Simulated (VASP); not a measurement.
A convergence study with VASP on KTaO₃ (cubic perovskite): one setting is varied, all else stays as given below, so the limit is that of these other settings.

```yaml
crystal:
  lattice:
    - [3.99000, 0.00000, 0.00000]
    - [0.00000, 3.99000, 0.00000]
    - [0.00000, 0.00000, 3.99000]
  atoms:
    - { symbol: K, position: [0.00000, 0.00000, 0.00000] }
    - { symbol: Ta, position: [0.50000, 0.50000, 0.50000] }
    - { symbol: O, position: [0.50000, 0.00000, 0.50000] }
    - { symbol: O, position: [0.00000, 0.50000, 0.50000] }
    - { symbol: O, position: [0.50000, 0.50000, 0.00000] }
```

Computed with PBE GGA, VASP's PBE PAW potentials (set 64) (plane waves; VASP 6.6.1). The tightest run used: 700 eV cut-off, 14×14×14 Γ-centred mesh, tetrahedra with Blöchl corrections, potentials K_sv Ta_pv O.

The reference is 14×14×14 mesh, which took about 8 core-minutes. The timings are rough (shared machines, no repeats); factors under 2 mean little.

Problem. Of the settings 3×3×3 mesh; 4×4×4 mesh; 5×5×5 mesh; 6×6×6 mesh; 7×7×7 mesh; 8×8×8 mesh; 9×9×9 mesh; 10×10×10 mesh; 11×11×11 mesh; 12×12×12 mesh; 13×13×13 mesh; 14×14×14 mesh, which is the lowest that keeps the difference from the reference in E (eV/atom) within 0.002 from there on, and what does it cost?

Solution. 5×5×5 mesh; its cost over the reference is about 1/10.
| setting | difference in E (eV/atom) | cost over the reference |
|---|---|---|
| 3×3×3 mesh | 0.0284 | about 1/20 |
| 4×4×4 mesh | 0.0051 | about 1/9 |
| 5×5×5 mesh | 0.0010 | about 1/10 |
| 6×6×6 mesh | 0.0002 | about 1/5 |
| 7×7×7 mesh | 0.0000 | about 1/6 |
| 8×8×8 mesh | 0.0000 | about 1/3 |
| 9×9×9 mesh | 0.0000 | about 1/3 |
| 10×10×10 mesh | 0.0000 | about 1/2 |
| 11×11×11 mesh | 0.0000 | about 1/2 |
| 12×12×12 mesh | 0.0000 | within a factor of 2 |
| 13×13×13 mesh | 0.0000 | within a factor of 2 |
| 14×14×14 mesh | 0.0000 | reference |

Left out are rungs that failed or repeat a setting and relaxations that didn't move; long series are thinned to 24 rows.

The compound is KTaO3 in the cubic perovskite structure. The cell was not relaxed at this level.
